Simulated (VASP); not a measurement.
Given:

```
CELL_PARAMETERS angstrom
      3.65406     0.00000     0.00000
     -1.82703     3.16451     0.00000
      0.00000     0.00000    11.78817
ATOMIC_POSITIONS crystal
  Pr 0.00000 0.00000 0.00000
  Pr 0.99210 0.98420 0.50000
  Pr 0.33333 0.66667 0.25000
  Pr 0.66667 0.33333 0.75000
```

Level of theory: PBEsol GGA, VASP's PBE PAW potentials (set 64) (plane waves; VASP). Settings: 480 eV cut-off, 10×10×4 Γ-centred mesh, first-order Methfessel-Paxton smearing of 0.10 eV, potentials Pr_3.

The 4f electrons are frozen in the core of the lanthanide potential, so 4f levels, which can set the real gap, and their magnetism are missing.

### Question
Predict the energy per atom (σ→0), band gap (on the k-mesh) with the smallest direct gap where there is one.

### Answer

```yaml
band gap (on the k-mesh): none (metal, semimetal or under 0.01 eV)
energy per atom (σ→0): -500.4 kJ/mol-atom
```

The structure comes from a computed database's Pr entry (P6_3/mmc); how it stands against other phases isn't given here. This cell was strained or had an atom moved on purpose.
